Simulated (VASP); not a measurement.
All values below come from PBEsol GGA, VASP's PBE PAW potentials (set 64) (plane waves; VASP).

VASP ran on this input.

KPOINTS:
```
Automatic
0
G
  10 10 10
0 0 0
```

INCAR:
```
SYSTEM = Ir
PREC = Accurate
ENCUT = 400
EDIFF = 1E-6
NELM = 100
ALGO = Normal
LREAL = .FALSE.
LASPH = .TRUE.
ISMEAR = 1
SIGMA = 0.1
GGA = PS
LMAXMIX = 6
LWAVE = .FALSE.
LCHARG = .FALSE.
IBRION = 2
ISIF = 3
NSW = 60
EDIFFG = -0.01
```

### POSCAR
```
Ir
1.0
  0.0000000000   2.7512896314   2.7512896314
  2.7512896314   0.0000000000   2.7512896314
  2.7512896314   2.7512896314   0.0000000000
Ir
2
Cart
  4.1269344471   4.1269344471   4.1269344471
  2.7512896314   2.7512896314   2.7512896314
```

POTCAR, in this order: Ir (PBE.64 set). Program: vasp_std.

The resulting files:

File OUTCAR:
```
 ion  position               nearest neighbor table
   1  0.750  0.750  0.750-   2 2.38   2 2.38   2 2.38   2 2.38
   2  0.500  0.500  0.500-   1 2.38   1 2.38   1 2.38   1 2.38
  LATTYP: Found a face centered cubic cell.
 ALAT       =     5.5025792628
 Subroutine PRICEL returns:
 Original cell was already a primitive cell.
 Subroutine GETGRP returns: Found 48 space group operations
The static configuration has the point symmetry T_d .
 The point group associated with its full space group is O_h .
The dynamic configuration has the point symmetry T_d .
 Subroutine INISYM returns: Found 48 space group operations
 Subroutine IBZKPT returns following result:
 Found     47 irreducible k-points:

 Following reciprocal coordinates:
            Coordinates               Weight
  0.000000  0.000000  0.000000      1.000000
  0.100000  0.000000  0.000000      8.000000
  0.200000  0.000000  0.000000      8.000000
  0.300000  0.000000  0.000000      8.000000
  0.400000  0.000000  0.000000      8.000000
  0.500000  0.000000  0.000000      4.000000
  0.100000  0.100000  0.000000      6.000000
  0.200000  0.100000  0.000000     24.000000
  0.300000  0.100000  0.000000     24.000000
  0.400000  0.100000  0.000000     24.000000
  0.500000  0.100000  0.000000     24.000000
 -0.400000  0.100000  0.000000     24.000000
 -0.300000  0.100000  0.000000     24.000000
 -0.200000  0.100000  0.000000     24.000000
 -0.100000  0.100000  0.000000     12.000000
  0.200000  0.200000  0.000000      6.000000
  0.300000  0.200000  0.000000     24.000000
  0.400000  0.200000  0.000000     24.000000
  0.500000  0.200000  0.000000     24.000000
 -0.400000  0.200000  0.000000     24.000000
 -0.300000  0.200000  0.000000     24.000000
 -0.200000  0.200000  0.000000     12.000000
  0.300000  0.300000  0.000000      6.000000
  0.400000  0.300000  0.000000     24.000000
  0.500000  0.300000  0.000000     24.000000
 -0.400000  0.300000  0.000000     24.000000
 -0.300000  0.300000  0.000000     12.000000
  0.400000  0.400000  0.000000      6.000000
  0.500000  0.400000  0.000000     24.000000
 -0.400000  0.400000  0.000000     12.000000
  0.500000  0.500000  0.000000      3.000000
  0.300000  0.200000  0.100000     24.000000
  0.400000  0.200000  0.100000     48.000000
  0.500000  0.200000  0.100000     48.000000
 -0.400000  0.200000  0.100000     24.000000
  0.400000  0.300000  0.100000     24.000000
  0.500000  0.300000  0.100000     48.000000
 -0.400000  0.300000  0.100000     48.000000
 -0.300000  0.300000  0.100000     48.000000
 -0.200000  0.300000  0.100000     24.000000
   k-points           NKPTS =     47   k-points in BZ     NKDIM =     47   number of bands    NBANDS=     13
   number of dos      NEDOS =    301   number of ions     NIONS =      2
   total plane-waves  NPLWV =  21952
   dimension x,y,z NGX =    28 NGY =   28 NGZ =   28
   dimension x,y,z NGXF=    56 NGYF=   56 NGZF=   56
   ions per type =               2
   PREC   = accura    normal or accurate (medium, high low for compatibility)
   ISTART =      0    job   : 0-new  1-cont  2-samecut
   ICHARG =      2    charge: 1-file 2-atom 10-const
   ISPIN  =      1    spin polarized calculation?
   LNONCOLLINEAR =      F non collinear calculations
   LSORBIT =      F    spin-orbit coupling
   INIWAV =      1    electr: 0-lowe 1-rand  2-diag
   ENCUT  =  400.0 eV  29.40 Ry    5.42 a.u.   6.35  6.35  6.35*2*pi/ulx,y,z
   NELM   =    100;   NELMIN=  2; NELMDL= -5     # of ELM steps
   EDIFF  = 0.1E-05   stopping-criterion for ELM
   LREAL  =      F    real-space projection
   NLSPLINE    = F    spline interpolate recip. space projectors
...
```

File OSZICAR:
```
       N       E                     dE             d eps       ncg     rms          rms(c)
DAV:   1     0.126030667383E+03    0.12603E+03   -0.71298E+03  1222   0.106E+03
DAV:   2    -0.107370872041E+02   -0.13677E+03   -0.12594E+03  1242   0.324E+02
DAV:   3    -0.181834824996E+02   -0.74464E+01   -0.71209E+01  1568   0.744E+01
DAV:   4    -0.183429937810E+02   -0.15951E+00   -0.15867E+00  1352   0.122E+01
DAV:   5    -0.183460711017E+02   -0.30773E-02   -0.30762E-02  1536   0.151E+00    0.159E+01
DAV:   6    -0.173911757005E+02    0.95490E+00   -0.21950E+00  1470   0.179E+01    0.608E+00
DAV:   7    -0.172674318283E+02    0.12374E+00   -0.26398E-01  1708   0.559E+00    0.215E+00
DAV:   8    -0.172470513104E+02    0.20381E-01   -0.21735E-02  1292   0.138E+00    0.139E-01
DAV:   9    -0.172470372407E+02    0.14070E-04   -0.53845E-04  1437   0.218E-01    0.413E-02
DAV:  10    -0.172470609912E+02   -0.23751E-04   -0.28447E-05  1411   0.448E-02    0.788E-03
DAV:  11    -0.172470615776E+02   -0.58642E-06   -0.29243E-06  1224   0.213E-02
   1 F= -.17247062E+02 E0= -.17246333E+02  d E =-.172471E+02
       N       E                     dE             d eps       ncg     rms          rms(c)
DAV:   1    -0.172474911011E+02   -0.43011E-03   -0.11762E-02  1252   0.157E+00    0.141E-01
DAV:   2    -0.172470363506E+02    0.45475E-03   -0.12665E-03  1252   0.432E-01    0.400E-02
DAV:   3    -0.172470244284E+02    0.11922E-04   -0.69639E-05  1660   0.820E-02    0.245E-02
DAV:   4    -0.172470243150E+02    0.11335E-06   -0.94076E-06  1267   0.281E-02
   2 F= -.17247024E+02 E0= -.17246275E+02  d E =0.372626E-04
       N       E                     dE             d eps       ncg     rms          rms(c)
DAV:   1    -0.172473487073E+02   -0.32428E-03   -0.72573E-03  1247   0.123E+00    0.110E-01
DAV:   2    -0.172470731646E+02    0.27554E-03   -0.76369E-04  1252   0.335E-01    0.300E-02
DAV:   3    -0.172470661709E+02    0.69937E-05   -0.45540E-05  1653   0.670E-02    0.182E-02
DAV:   4    -0.172470675181E+02   -0.13473E-05   -0.60923E-06  1267   0.233E-02    0.273E-03
DAV:   5    -0.172470673319E+02    0.18623E-06   -0.69079E-07   656   0.999E-03
   3 F= -.17247067E+02 E0= -.17246335E+02  d E =-.575428E-05
```

### OUTCAR
```
------------------------ aborting loop because EDIFF is reached ----------------------------------------
  FORCE on cell =-STRESS in cart. coord.  units (eV):
  Direction    XX          YY          ZZ          XY          YZ          ZX
  --------------------------------------------------------------------------------------
  Total        0.0063102      0.0063102      0.0063102      0.0000000      0.0000000      0.0000000
  in kB        0.2426295      0.2426295      0.2426295      0.0000000      0.0000000      0.0000000
  external PRESSURE =       0.2426295 kB  Pullay stress =       0.0000000 kB
  volume of cell :       41.67
      direct lattice vectors                 reciprocal lattice vectors
     0.000000000  2.751648087  2.751648087    -0.181709283  0.181709283  0.181709283
     2.751648087  0.000000000  2.751648087     0.181709283 -0.181709283  0.181709283
     2.751648087  2.751648087  0.000000000     0.181709283  0.181709283 -0.181709283
 POSITION                                       TOTAL-FORCE (eV/Angst)
 -----------------------------------------------------------------------------------
      4.12747      4.12747      4.12747        -0.000000      0.000000      0.000000
      2.75165      2.75165      2.75165         0.000000     -0.000000     -0.000000
 -----------------------------------------------------------------------------------
    total drift:                                0.000000      0.000000      0.000000
  FREE ENERGIE OF THE ION-ELECTRON SYSTEM (eV)
  ---------------------------------------------------
  free  energy   TOTEN  =       -17.2470673319 eV

  energy  without entropy=      -17.2448696191  energy(sigma->0) =      -17.24633476

 reached required accuracy - stopping structural energy minimisation
```
(Selected blocks of OUTCAR.)

File CONTCAR:
```
Ir
   1.00000000000000
     0.0000000000000000    2.7516480867128279    2.7516480867128279
     2.7516480867128279    0.0000000000000000    2.7516480867128279
     2.7516480867128279    2.7516480867128279    0.0000000000000000
  Ir
     2
Direct
     0.7500000000000000    0.7500000000000000    0.7500000000000000
     0.5000000000000000    0.5000000000000000    0.5000000000000000
```

The structure was generated: Ir was put into the diamond type (Fd-3m), which need not be its known phase. This run relaxes it. Symmetry was kept, so distortions that lower it aren't found. The start is the result of an earlier pass.
